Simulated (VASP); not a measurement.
The system is ZrGaC5.

```
CELL_PARAMETERS angstrom
3.88598 0.00000 0.00000
0.00000 3.88598 0.00000
0.00000 0.00000 6.29341
ATOMIC_POSITIONS crystal
Zr 0.00000 0.00000 0.00000
Ga 0.00000 0.00000 0.50000
C 0.50000 0.50000 0.00000
C 0.50000 0.00000 0.30078
C 0.00000 0.50000 0.30078
C 0.50000 0.00000 0.69922
C 0.00000 0.50000 0.69922
```

The cell was built by a generator and needn't be a form met in nature.

The cell isn't the ideal one: species swapped into the YbIn5Rh type (P4/mmm, No. 123).

- Program: VASP 6.6.1
- Task: relaxation of cell and atoms
- Functional: PBE
- Potentials or basis: VASP PAW PBE potentials, release 64 (Zr_sv, Ga_d, C)
- Cutoff: 600 eV
- k mesh: 4 × 4 × 4
- Occupations: gaussian, width 0.1 eV
- Spin: no spin polarisation

At the start: pressure -25.8 GPa; volume 13.58 Å³/atom.

Task: Where does the relaxation end?

Result: Over 18 steps the energy falls by 603.3 meV/atom and the volume is 10.04 Å³/atom (-26.0 %); space group P4/mmm (No. 123, to 0.05 Å).

Step by step:
```csv
step,energy change (eV),largest force (eV/Å),pressure (GPa),volume (Å³)
1,0.0000,0.4515,-25.83,95.04
2,-2.3168,0.9615,13.09,67.97
3,-2.4557,0.8681,1.68,71.96
4,-2.7639,0.6414,2.13,71.48
5,-3.6131,0.5533,4.06,69.57
6,-1.6753,2.7326,36.94,63.94
7,-3.6131,1.4811,7.21,68.42
8,-3.7428,1.4649,5.89,68.96
9,-3.7176,1.1521,4.20,70.32
10,-3.8212,1.3254,4.44,69.72
11,-3.8232,1.3500,4.54,69.63
12,-3.9156,1.1708,2.39,70.18
13,-4.0844,0.6927,-3.22,71.86
14,-4.0085,0.1050,-11.07,75.27
15,-4.1160,0.3873,-6.44,73.07
16,-4.1976,0.1847,-3.41,71.62
17,-4.2233,0.0175,-0.28,70.34
18,-4.2234,0.0262,-0.12,70.29
```

Final structure:
```cif
data_structure
_symmetry_space_group_name_H-M 'P 1'
_symmetry_Int_Tables_number 1
_cell_length_a 3.1591
_cell_length_b 3.1591
_cell_length_c 7.0431
_cell_angle_alpha 90.000
_cell_angle_beta 90.000
_cell_angle_gamma 90.000
_cell_volume 70.29
loop_
_atom_site_label
_atom_site_type_symbol
_atom_site_fract_x
_atom_site_fract_y
_atom_site_fract_z
_atom_site_occupancy
Zr1 Zr 0.00000 0.00000 0.00000 1
Ga1 Ga 0.00000 0.00000 0.50000 1
C1 C 0.50000 0.50000 0.00000 1
C2 C 0.50000 0.00000 0.27507 1
C3 C 0.00000 0.50000 0.27507 1
C4 C 0.50000 0.00000 0.72493 1
C5 C 0.00000 0.50000 0.72493 1
```

Caveat: the k mesh is coarse (spacing up to 0.40 Å⁻¹), so the values aren't converged; the volume moved by over 15 % at a fixed basis, so the end points are rough.
